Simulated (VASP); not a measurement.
A VASP calculation is set up with these files.

INCAR:
```
LCHARG = F
ENCUT = 620   # plane-wave cut-off (eV)
PREC = Accurate
LWAVE = F
ISMEAR = 0   # Gaussian
ALGO = Normal   # blocked Davidson
EDIFF = 1E-6
GGA = PE   # PBE
LASPH = T   # aspherical one-centre terms
IBRION = 2
SYSTEM = C
LREAL = F
ISIF = 3   # ions, shape and volume
NSW = 40
NELM = 100   # most electronic steps
EDIFFG = -0.02
SIGMA = 0.05
```

### POSCAR
```
C
1
    1.2336704860    -2.1367794642     0.0000000000
    1.2336704860     2.1367794642     0.0000000000
    0.0000000000     0.0000000000     7.9271403560
C
4
Direct
  1.0000000000   0.0000000000   0.2500000000
  0.0000000000   1.0000000000   0.7500000000
  0.3333330000   0.6666670000   0.2500000000
  0.6666670000   0.3333330000   0.7500000000
```

**KPOINTS**
```
K-points
0
G
10 10 3
```

POTCAR, in this order: C (PBE.64 set). Program: vasp_std.

Q: Translate this PBE calculation to Quantum ESPRESSO's pw.x.

A: One equivalent input (not run):
```
&CONTROL
  calculation = 'vc-relax'
  pseudo_dir = './pseudo'
  outdir = './out'
  tprnfor = .true.
  tstress = .true.
  nstep = 40
  forc_conv_thr = 0.00078
/
&SYSTEM
  ibrav = 0
  nat = 4
  ntyp = 1
  ecutwfc = 82
  occupations = 'smearing'
  smearing = 'gaussian'
  degauss = 0.003675
  input_dft = 'pbe'
/
&ELECTRONS
  conv_thr = 7.3e-08
  electron_maxstep = 100
/
&IONS
/
&CELL
/
ATOMIC_SPECIES
  C 12.011 C.upf
CELL_PARAMETERS angstrom
     1.2336705   -2.1367795    0.0000000
     1.2336705    2.1367795    0.0000000
     0.0000000    0.0000000    7.9271404
ATOMIC_POSITIONS crystal
  C    1.0000000  0.0000000  0.2500000
  C    0.0000000  1.0000000  0.7500000
  C    0.3333330  0.6666670  0.2500000
  C    0.6666670  0.3333330  0.7500000
K_POINTS automatic
  10 10 3 0 0 0
```
What does not carry over: the potentials are each code's own (VASP's PAW set, PseudoDojo norm-conserving files in pw.x), so ENCUT and ecutwfc are chosen apart and not converted; conv_thr bounds pw.x's estimated SCF error, while EDIFF bounds the energy change between steps; forc_conv_thr acts on force components and is met together with etot_conv_thr.

The compound is C in the graphite structure. This run relaxes it. Symmetry was kept, so distortions that lower it aren't found.
